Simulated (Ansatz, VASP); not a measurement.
# La18Ge17O61 (amorphous 65GeO2-35La2O3 (mol %)) in two plane-wave programs, part 2 of 2

One calculation is typed for both programs; each brings its own data sets. How far apart do they land? Of the first pair: The structure shown is the start of the Ansatz relaxation below; VASP solves that cell, so the two are compared at the walk's first step.

VASP 6.6.1 and Ansatz 0.2.0.

So far. Step 3 (VASP: single point, PBE, start cell, pair 1): The run ends at a pressure of 1.29 GPa, with forces up to 2.3 eV/Å.

**5. Ansatz: relaxation, PBE**

Level of this step: Ansatz beside VASP: Kohn-Sham DFT, plane waves, PBE (Ansatz).

This run makes the geometry at which the two programs are then compared. The cell compared in this pair holds 1583.23 Å³, against 1589.81 Å³ for the pair before.

The structure compared here is the end of the Ansatz relaxation.

File input.yaml:

```yaml
crystal:
  lattice:
    - [11.67119, 0.0, 0.0]
    - [0.0, 11.67119, 0.0]
    - [0.0, 0.0, 11.67119]
  atoms:
    - { symbol: Ge, position: [0.63521, 0.03726, 0.88282] }
    - { symbol: Ge, position: [0.70423, 0.05837, 0.60092] }
    - { symbol: Ge, position: [0.86539, 0.55173, 0.85336] }
    - { symbol: Ge, position: [0.86484, 0.2913, 0.45482] }
    - { symbol: Ge, position: [0.87087, 0.0678, 0.24642] }
    - { symbol: Ge, position: [0.36037, 0.08843, 0.99551] }
    - { symbol: Ge, position: [0.15603, 0.38611, 0.03073] }
    - { symbol: Ge, position: [0.96663, 0.48826, 0.61809] }
    - { symbol: Ge, position: [0.42076, 0.41462, 0.40097] }
    - { symbol: Ge, position: [0.29569, 0.03892, 0.27975] }
    - { symbol: Ge, position: [0.58764, 0.62087, 0.13375] }
    - { symbol: Ge, position: [0.52122, 0.67452, 0.5836] }
    - { symbol: Ge, position: [0.91839, 0.80303, 0.33572] }
    - { symbol: Ge, position: [0.38638, 0.2509, 0.75542] }
    - { symbol: Ge, position: [0.43321, 0.36467, 0.1319] }
    - { symbol: Ge, position: [0.14094, 0.77111, 0.5328] }
    - { symbol: Ge, position: [0.2423, 0.64452, 0.01856] }
    - { symbol: La, position: [0.08318, 0.91138, 0.08977] }
    - { symbol: La, position: [0.8873, 0.47743, 0.17237] }
    - { symbol: La, position: [0.65532, 0.24132, 0.24942] }
    - { symbol: La, position: [0.66462, 0.32466, 0.93747] }
    - { symbol: La, position: [0.1202, 0.51838, 0.33802] }
    - { symbol: La, position: [0.35721, 0.73372, 0.31251] }
    - { symbol: La, position: [0.80438, 0.77491, 0.63133] }
    - { symbol: La, position: [0.64808, 0.37738, 0.62188] }
    - { symbol: La, position: [0.40693, 0.96631, 0.57196] }
    - { symbol: La, position: [0.23397, 0.54627, 0.73216] }
    - { symbol: La, position: [0.9694, 0.12423, 0.905] }
    - { symbol: La, position: [0.60708, 0.89296, 0.32981] }
    - { symbol: La, position: [0.20267, 0.26731, 0.53476] }
[... 60 atom lines left out ...]
    - { symbol: O, position: [0.95576, 0.65308, 0.31017] }
    - { symbol: O, position: [0.07166, 0.05481, 0.72815] }
    - { symbol: O, position: [0.62923, 0.05308, 0.73166] }
    - { symbol: O, position: [0.75357, 0.19083, 0.55849] }
    - { symbol: O, position: [0.37488, 0.88079, 0.75634] }
    - { symbol: O, position: [0.46683, 0.33687, 0.27764] }
kpoints:
  mp_grid: { grid: [1, 1, 1] }
hamiltonian:
  xc: pbe
scf:
  occupations: { method: gaussian, width: 0.05 }
output:
  forces: true
relax:
  f_tol: 0.05
  max_steps: 150
  cell: {}
```

Command:

```bash
ansatz run input.yaml --threads 4 --pin off --max-ram 8192MiB --backend cpu --events-out ev --progress --plain --runs-dir out
```

Numbers of over 12 decimals in the logs are rounded to 6 here.

Log:

```text
[...]
Crystal: 96 atoms, lattice volume = 1589.811 Å³
Basis set: ecut = 420 eV, 31103 PW (Γ), exchange–correlation on 160×160×160 points (8 copies of the dense FFT grid, shifted against one another)
Bands: 497, of which v1, the nominal top of the filled ones, is band 401 counted from 1 (400 counted from 0)
Symmetry: 1 space group operations
[...]
k-points: 1
[...]
- { symbol: O, position: [-0.018388, 0.835733, 0.497994] }
    - { symbol: O, position: [0.111509, 0.485177, 0.152255] }
    - { symbol: O, position: [0.181270, 0.928033, 0.580877] }
    - { symbol: O, position: [0.433656, 0.770213, 0.498937] }
    - { symbol: O, position: [0.184547, 0.729501, 0.407930] }
    - { symbol: O, position: [1.008799, 0.069297, 0.159983] }
[...]
- { symbol: O, position: [0.573740, 0.031174, 0.739007] }
    - { symbol: O, position: [0.732694, 0.203423, 0.662118] }
    - { symbol: O, position: [0.371469, 0.884127, 0.758163] }
    - { symbol: O, position: [0.484763, 0.370549, 0.255673] }
[key lines of the parts left out:]
P = ⅓ Tr σ = -0.0003 GPa (-0.003 kbar)
```

**6. VASP: single point, PBE, relaxed cell, pair 2**

The same cell, functional, mesh and smearing now go to VASP, with its own data sets.

File INCAR:

```
SYSTEM = La18Ge17O61
PREC = Accurate
ENCUT = 600
EDIFF = 1E-06
NELM = 200
ISMEAR = 0
SIGMA = 0.05
LREAL = Auto
ALGO = Normal
GGA = PE
NBANDS = 472
LASPH = .TRUE.
LORBIT = 11
LWAVE = .FALSE.
LCHARG = .FALSE.
ISIF = 2
GGA_COMPAT = .FALSE.
EFERMI = MIDGAP
LMAXMIX = 6
NCORE = 2
```

File POSCAR:

```
La18Ge17O61
1.0
   11.2091630000      0.3382630000     -0.0324570000
    0.3382630000     12.2106420000     -0.1102210000
   -0.0324570000     -0.1102210000     11.5780250000
Ge La O
17 18 61
Direct
    0.6295000000      0.9948900000      0.8814500000
    0.6852400000      0.0712400000      0.6364000000
    0.8569700000      0.5340600000      0.8380100000
    0.8966900000      0.3187800000      0.4250200000
    0.8978200000      0.0952100000      0.2638800000
    0.3608600000      0.0600900000      0.0004300000
    0.1729100000      0.4075200000      0.0336500000
    0.9658600000      0.4978200000      0.6030900000
    0.3907200000      0.4198600000      0.3742700000
    0.3503100000      0.0268400000      0.2803800000
    0.6109700000      0.5963000000      0.1297300000
    0.5071000000      0.6677500000      0.5840200000
    0.9128100000      0.7868400000      0.3640900000
    0.3689600000      0.2393600000      0.7686400000
    0.4477200000      0.3996600000      0.1058100000
    0.1380000000      0.7947100000      0.5360200000
    0.2066800000      0.6598300000      0.0059200000
    0.0968900000      0.8867500000      0.1346800000
    0.9199200000      0.4082200000      0.1257600000
    0.6794900000      0.2674800000      0.2104800000
    0.6809300000      0.2855400000      0.8830900000
    0.1288500000      0.5448600000      0.3451900000
    0.3809700000      0.7447500000      0.3020500000
    0.7988700000      0.7797200000      0.6452500000
    0.6323400000      0.3741600000      0.5951900000
    0.4066600000      0.9680900000      0.5866800000
    0.2333700000      0.5434000000      0.7299400000
    0.9519900000      0.1025200000      0.9533900000
    0.6795900000      0.9505300000      0.3420500000
    0.2306000000      0.2618200000      0.5167800000
[... 60 atom lines left out ...]
    0.9420400000      0.6528500000      0.3110000000
    0.0417700000      0.0431200000      0.7755700000
    0.5737400000      0.0311700000      0.7390100000
    0.7326900000      0.2034200000      0.6621200000
    0.3714700000      0.8841300000      0.7581600000
    0.4847600000      0.3705500000      0.2556700000
```

File KPOINTS:

```
Automatic mesh
0
Gamma
1 1 1
0 0 0
```

The projector-augmented-wave data sets are Ge_d, La and O (PBE family, release 64).

Command:

```bash
mpirun -np 8 vasp_gam
```

Log:

```text
[... set-up lines as in an earlier step ...]
 entering main loop
       N       E                     dE             d eps       ncg     rms          rms(c)
DAV:   1     0.245249108385E+05    0.24525E+05   -0.27191E+05  1024   0.424E+03
DAV:   2     0.866675412619E+04   -0.15858E+05   -0.14614E+05   976   0.130E+03
DAV:   3     0.270114353066E+04   -0.59656E+04   -0.54887E+04   992   0.451E+02
DAV:   4     0.308978092942E+03   -0.23922E+04   -0.22067E+04  1168   0.275E+02
[...]
DAV:  22    -0.708398240886E+03   -0.19750E-05   -0.18237E-05  1112   0.170E-02    0.540E-03
DAV:  23    -0.708398243399E+03   -0.25129E-05   -0.23042E-05  1552   0.128E-02    0.549E-03
DAV:  24    -0.708398243158E+03    0.24085E-06   -0.48517E-06   848   0.834E-03
   1 F= -.70839824E+03 E0= -.70839824E+03  d E =0.000000E+00
```

Parts of OUTCAR (step 6):

```text
  Total       -3.5987743     -3.2638505     -3.7166331      0.0512873      0.0633517      0.0075712
[...]
9.40131     12.12359      7.31665         0.005346     -0.003257     -0.006935
      0.81946      3.78273     11.46834         0.006465     -0.017202     -0.004595
      3.61546      4.31124      0.78626         0.025212      0.040307      0.005370
     10.67722      5.64387      3.97360         0.007481      0.030310     -0.011673
      5.08301      4.47815      5.75715         0.003634      0.001951     -0.002082
      5.79839      3.70857      8.77228         0.000238     -0.009445      0.008924
      8.44647      5.64264      9.11628        -0.001802     -0.015679      0.010677
      2.87475      4.53493      4.08702         0.000629     -0.000599      0.009532
      5.89206     11.98817     11.10197         0.000126      0.015332     -0.008758
      3.04947      4.25445      8.39605        -0.001582      0.015204      0.001074
      8.36542      1.22281      2.42974        -0.029522      0.013901      0.012001
      9.56014      8.45745      9.24478        -0.006654     -0.003061     -0.004351
      8.26797      4.28076      4.67320        -0.027994     -0.004656     -0.005973
      2.48814      6.31985     10.83913        -0.013616     -0.022618     -0.001526
[...]
-----------------------------------------------------------------------------------
    total drift:                                0.007226      0.000370     -0.011222

  FREE ENERGIE OF THE ION-ELECTRON SYSTEM (eV)
  ---------------------------------------------------
  free  energy   TOTEN  =      -708.3982431577 eV

  energy  without entropy=     -708.3982431577  energy(sigma->0) =     -708.39824316

[... 1 part as in an earlier step ...]

[... 1 further part left out ...]
[key lines of the parts left out:]
E-fermi :   4.6331
```

The run ends at a pressure of -0.36 GPa, with forces up to 0.058 eV/Å.

**7. Differences**

What differs besides the data sets and the points named for the pairs above, as far as they apply: the cutoff is 420 eV in Ansatz and 600 eV in VASP (PREC = Accurate, projectors in real space). Total energies have different zeros and are not compared.

Both answers:

```csv
quantity,Ansatz,VASP,difference
pressure (GPa),0.00,-0.36,+0.36
gap on the k mesh (eV),2.956,2.937,+0.020
```

At this near-relaxed geometry the largest component of a force difference is 49 meV/Å. A gap on the mesh is an upper bound, since the band edges may lie between its points.

**8. Outcome**

```
r.m.s. force difference (single point, PBE, start cell, pair 1)           : 1.8 % of the r.m.s. force
difference in gap on the k mesh (single point, PBE, relaxed cell, pair 2) : 0.020 eV
r.m.s. force difference (single point, PBE, relaxed cell, pair 2)         : 10 meV/Å
```

The r.m.s. force difference is 10 meV/Å (single point, PBE, relaxed cell, pair 2), within the 12 meV/Å picked in this series as the mark of a large difference. How closely two codes agree says nothing of how well the functional describes the real material.

[Lines on the potential files, build, host, timing and source positions are cut from VASP's logs without a mark.]

[Logs are printed without paths, hosts, clocks, repeated set-up lines and the standing remarks that a program may print on its own settings, such as how far it seeks lower states.]

[Hosts, paths, dates, database ids (printed as entryN), source tags and the programs' standing remarks are cut or masked in the printed files.]
